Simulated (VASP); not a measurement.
All values below come from PW91 GGA, VASP's PBE PAW potentials (set 64) (plane waves; VASP).

Input for VASP

KPOINTS:
```
K-points
0
G
6 6 5
```

### INCAR
```
SYSTEM = PbO
PREC = Accurate
ENCUT = 520
EDIFF = 1E-7
NELM = 100
ALGO = Normal
LREAL = .FALSE.
LASPH = .TRUE.
ISMEAR = -5
GGA = 91
LMAXMIX = 4
LWAVE = .FALSE.
LCHARG = .TRUE.
LORBIT = 11
NEDOS = 601
ISIF = 2
LEFG = .TRUE.
```

File POSCAR:
```
PbO
1
    4.0584558032     0.0000000000     0.0000000000
    0.0000000000     4.0584558032     0.0000000000
    0.0000000000    -0.0000000000     5.4083894759
Pb O
2 2
Direct
  0.5000000000   0.0000000000   0.7799030363
  0.0000000000   0.5000000000   0.2200969637
  0.5000000000   0.5000000000   0.0000000000
  0.0000000000   1.0000000000   0.0000000000
```

POTCAR, in this order: Pb_d O (PBE.64 set). Program: vasp_std.

The resulting files:

**OUTCAR**
```
 ion  position               nearest neighbor table
   1  0.500  0.000  0.780-   3 2.35   4 2.35   3 2.35   4 2.35   2 3.73   2 3.73   2 3.73   2 3.73
  LATTYP: Found a simple tetragonal cell.
 ALAT       =     4.0584558032
 C/A-ratio  =     1.3326224895
 Subroutine PRICEL returns:
 Original cell was already a primitive cell.
 Subroutine GETGRP returns: Found 16 space group operations
The static configuration has the point symmetry D_2d.
 The point group associated with its full space group is D_4h.
The dynamic configuration has the point symmetry D_2d.
 Subroutine INISYM returns: Found 16 space group operations
 Subroutine IBZKPT returns following result:
 Found     30 irreducible k-points:

 Following reciprocal coordinates:
            Coordinates               Weight
  0.000000  0.000000  0.000000      1.000000
  0.166667  0.000000  0.000000      4.000000
  0.333333  0.000000  0.000000      4.000000
  0.500000  0.000000  0.000000      2.000000
  0.166667  0.166667  0.000000      4.000000
  0.333333  0.166667  0.000000      8.000000
  0.500000  0.166667  0.000000      4.000000
  0.333333  0.333333  0.000000      4.000000
...
```

**OSZICAR**
```
       N       E                     dE             d eps       ncg     rms          rms(c)
DAV:   1     0.449171966148E+03    0.44917E+03   -0.20108E+04  1440   0.191E+03
DAV:   2     0.353209337482E+02   -0.41385E+03   -0.40734E+03  1536   0.484E+02
DAV:   3    -0.247825592047E+02   -0.60103E+02   -0.59505E+02  2000   0.191E+02
DAV:   4    -0.267649595325E+02   -0.19824E+01   -0.19817E+01  1576   0.406E+01
DAV:   5    -0.268388460273E+02   -0.73886E-01   -0.73880E-01  2104   0.743E+00    0.128E+01
DAV:   6    -0.219752073298E+02    0.48636E+01   -0.40615E+01  2376   0.483E+01    0.586E+00
DAV:   7    -0.217474543544E+02    0.22775E+00   -0.38619E+00  1832   0.143E+01    0.265E+00
DAV:   8    -0.217483316453E+02   -0.87729E-03   -0.99655E-01  2000   0.658E+00    0.130E+00
DAV:   9    -0.217127914974E+02    0.35540E-01   -0.25007E-01  2272   0.404E+00    0.234E-01
DAV:  10    -0.217166651183E+02   -0.38736E-02   -0.27634E-02  1976   0.137E+00    0.185E-01
DAV:  11    -0.217156295383E+02    0.10356E-02   -0.79812E-03  2352   0.764E-01    0.361E-02
DAV:  12    -0.217157232805E+02   -0.93742E-04   -0.84705E-04  1624   0.201E-01    0.545E-02
DAV:  13    -0.217156893023E+02    0.33978E-04   -0.16417E-04  2304   0.108E-01    0.878E-03
DAV:  14    -0.217156898041E+02   -0.50186E-06   -0.13713E-05  2128   0.415E-02    0.576E-03
DAV:  15    -0.217156889342E+02    0.86991E-06   -0.61131E-06  2080   0.283E-02    0.980E-04
DAV:  16    -0.217156892301E+02   -0.29586E-06   -0.74994E-07  1768   0.816E-03    0.109E-03
DAV:  17    -0.217156894058E+02   -0.17573E-06   -0.83360E-08  1048   0.302E-03    0.929E-04
DAV:  18    -0.217156893234E+02    0.82372E-07   -0.76301E-08   904   0.357E-03
   1 F= -.21715689E+02 E0= -.21715689E+02  d E =0.000000E+00
```

### OUTCAR
```
------------------------ aborting loop because EDIFF is reached ----------------------------------------
  FORCE on cell =-STRESS in cart. coord.  units (eV):
  Direction    XX          YY          ZZ          XY          YZ          ZX
  --------------------------------------------------------------------------------------
  Total       -0.0560731     -0.0560731      0.0313199      0.0000000      0.0000000      0.0000000
  in kB       -1.0084984     -1.0084984      0.5633026      0.0000000      0.0000000      0.0000000
  external PRESSURE =      -0.4845647 kB  Pullay stress =       0.0000000 kB
  volume of cell :       89.08
      direct lattice vectors                 reciprocal lattice vectors
     4.058455803  0.000000000  0.000000000     0.246399135  0.000000000  0.000000000
     0.000000000  4.058455803  0.000000000     0.000000000  0.246399135  0.000000000
     0.000000000  0.000000000  5.408389476     0.000000000  0.000000000  0.184897927
 POSITION                                       TOTAL-FORCE (eV/Angst)
 -----------------------------------------------------------------------------------
      2.02923      0.00000      4.21802        -0.000000      0.000000      0.008694
      0.00000      2.02923      1.19037         0.000000      0.000000     -0.008694
      2.02923      2.02923      0.00000        -0.000000      0.000000      0.000000
      0.00000      0.00000      0.00000         0.000000     -0.000000      0.000000
 -----------------------------------------------------------------------------------
    total drift:                                0.000000      0.000000      0.000000
  FREE ENERGIE OF THE ION-ELECTRON SYSTEM (eV)
  ---------------------------------------------------
  free  energy   TOTEN  =       -21.7156893234 eV

  energy  without entropy=      -21.7156893234  energy(sigma->0) =      -21.71568932

 total charge

# of ion       s       p       d       tot
------------------------------------------
    1        1.384   0.595   9.873  11.853
    2        1.384   0.595   9.873  11.853
    3        1.574   3.376   0.000   4.951
    4        1.574   3.376   0.000   4.951
--------------------------------------------------
tot          5.917   7.943  19.746  33.607

 Electric field gradients after diagonalization (V/A^2)
 (convention: |V_zz| > |V_xx| > |V_yy|)
----------------------------------------------------------------------
 ion       V_xx      V_yy      V_zz     asymmetry (V_yy - V_xx)/ V_zz
----------------------------------------------------------------------
   1     105.749   105.749  -211.498       0.000
   2     105.749   105.749  -211.498       0.000
   3       2.588     2.588    -5.176       0.000
   4       2.588     2.588    -5.176       0.000
```
(Selected blocks of OUTCAR.)

### OUTCAR
```
 val. band max:        3.9492344458   @ k =   0.0000   0.0000   0.0000

 cond. band min:       5.5904234248   @ k =   0.5000   0.5000   0.0000


 Fermi energy:         3.9589460193

 k-point     1 :       0.0000    0.0000    0.0000
  band No.  band energies     occupation
      1     -13.9337      2.00000
      2     -13.5433      2.00000
      3     -11.9040      2.00000
      4     -11.9040      2.00000
      5     -11.8557      2.00000
      6     -11.8411      2.00000
      7     -11.7726      2.00000
      8     -11.7337      2.00000
      9     -11.7337      2.00000
     10     -11.7249      2.00000
     11     -11.6984      2.00000
     12     -10.3939      2.00000
     13      -3.1515      2.00000
     14      -2.2597      2.00000
     15       0.0497      2.00000
     16       0.0497      2.00000
     17       2.4691      2.00000
     18       2.4805      2.00000
     19       2.4805      2.00000
     20       3.9492      2.00000
     21       5.9568      0.00000
     22       8.7076      0.00000
     23       9.7708      0.00000
     24       9.7708      0.00000

 k-point     2 :       0.1667    0.0000    0.0000
  band No.  band energies     occupation
      1     -13.8892      2.00000
      2     -13.5567      2.00000
      3     -11.8966      2.00000
      4     -11.8891      2.00000
      5     -11.8407      2.00000
      6     -11.8263      2.00000
      7     -11.7894      2.00000
      8     -11.7467      2.00000
      9     -11.7285      2.00000
     10     -11.7048      2.00000
     11     -11.6413      2.00000
     12     -10.4670      2.00000
     13      -3.2169      2.00000
     14      -2.3206      2.00000
     15       0.1149      2.00000
     16       0.2029      2.00000
     17       1.9896      2.00000
     18       2.3054      2.00000
     19       2.4250      2.00000
     20       3.9323      2.00000
     21       6.6423      0.00000
     22       8.2527      0.00000
     23       9.2647      0.00000
     24       9.3378      0.00000
...
```

Without a dispersion term in the relaxation, distances and binding between the weakly bound layers, chains or molecules are unreliable, and so is what depends on them. Unless said otherwise, spin-orbit coupling is left out, though it shifts the bands of the heavy elements here.

The compound is PbO in the litharge structure. It was relaxed first, which changed the volume by +12 %.
